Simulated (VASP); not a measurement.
A run of VASP 6.6.1 is set up as follows.

File INCAR:

```
SYSTEM = SiGe7
PREC     = Accurate       ! precision mode
ENCUT    = 600            ! plane-wave cutoff, eV
EDIFF    = 1E-6           ! SCF threshold, eV
ISMEAR   = 0              ! smearing method
SIGMA    = 0.03           ! smearing width, eV
LREAL    = .FALSE.        ! projectors in reciprocal space
LASPH    = .TRUE.         ! aspherical terms in the spheres
NELM     = 80             ! most SCF steps
ALGO     = Normal         ! electronic algorithm
ISIF     = 3              ! what is computed and relaxed
LWAVE    = .FALSE.        ! write WAVECAR
LCHARG   = .FALSE.        ! write CHGCAR
GGA      = PS             ! functional
IBRION   = 2              ! ionic algorithm
NSW      = 90             ! ionic steps
EDIFFG   = -0.01          ! ionic threshold
LUSENCCL = .FALSE.
```

File KPOINTS:

```
regular mesh
0
G
  6 6 6
  0 0 0
```

The input POSCAR:

```
SiGe7
1.0
    0.0000000000      5.6289825000     -5.6289825000
    5.6289825000      5.6289825000      0.0000000000
    5.6289825000      0.0000000000     -5.6289825000
Si Ge
2 14
Direct
    0.5000000000      0.0000000000      0.5000000000
    0.5000000000      0.5000000000      0.5000000000
    0.0000000000      0.0000000000      0.5000000000
    0.0000000000      0.5000000000      0.5000000000
    0.5000000000      0.0000000000      0.0000000000
    0.5000000000      0.5000000000      0.0000000000
    0.0000000000      0.0000000000      0.0000000000
    0.0000000000      0.5000000000      0.0000000000
    0.3750000000      0.3750000000      0.3750000000
    0.3750000000      0.8750000000      0.3750000000
    0.8750000000      0.3750000000      0.3750000000
    0.8750000000      0.8750000000      0.3750000000
    0.3750000000      0.3750000000      0.8750000000
    0.3750000000      0.8750000000      0.8750000000
    0.8750000000      0.3750000000      0.8750000000
    0.8750000000      0.8750000000      0.8750000000
```

Potentials or basis: VASP PAW PBE potentials, release 64 (Si, Ge_d).

Run with:

```sh
$ cat potpaw_PBE.64/Si/POTCAR potpaw_PBE.64/Ge_d/POTCAR > POTCAR
$ mpirun -np 1 vasp_std > vasp.out
```

(1) Estimate the relaxed cell.

(2) Estimate the space group after relaxing (to 0.05 Å).

## Answers

(1) a = 7.972 Å, b = 7.972 Å, c = 7.972 Å, α = 60.00°, β = 60.00°, γ = 60.00°.

(2) Amm2 (No. 38).
